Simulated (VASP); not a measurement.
A run of VASP 6.6.1:

File INCAR:

```
PREC = Accurate
ENCUT = 520
EDIFF = 1E-6
ISMEAR = 0
SIGMA = 0.1
LREAL = False
LASPH = True
NELM = 80
ALGO = Normal
ISIF = 2
LWAVE = False
LCHARG = False
GGA = PE
NBANDS = 23
```

The input KPOINTS:

```
Automatic mesh
0
Gamma
  4 4 4
```

File POSCAR:

```
Be7Hg
1.0
    0.0000000000      3.3201476500      3.3201476500
    3.3201476500      0.0000000000      3.3201476500
    3.3201476500      3.3201476500      0.0000000000
Be Hg
7 1
Direct
    0.5000000000      0.5000000000      0.5000000000
    0.5000000000      0.0000000000      0.0000000000
    0.5000000000      0.0000000000      0.5000000000
    0.0000000000      0.5000000000      0.5000000000
    0.0000000000      0.5000000000      0.0000000000
    0.5000000000      0.5000000000      0.0000000000
    0.0000000000      0.0000000000      0.5000000000
    0.0000000000      0.0000000000      0.0000000000
```

Potentials or basis: VASP PAW PBE potentials, release 64 (Be, Hg).

Command:

```sh
$ cat potpaw_PBE.64/Be/POTCAR potpaw_PBE.64/Hg/POTCAR > POTCAR
$ mpirun -np 1 vasp_std > vasp.out
```

Hardware: 1 thread of Intel(R) Xeon(R) Platinum 8488C (Sapphire Rapids) (shared host).

Question: Estimate the wall time of this run.

Answer: Wall time 15 s on 1 thread of Intel(R) Xeon(R) Platinum 8488C (Sapphire Rapids), with other jobs on the host, peak memory 0.2 GiB. Counts: scf iterations 13, k points 8.
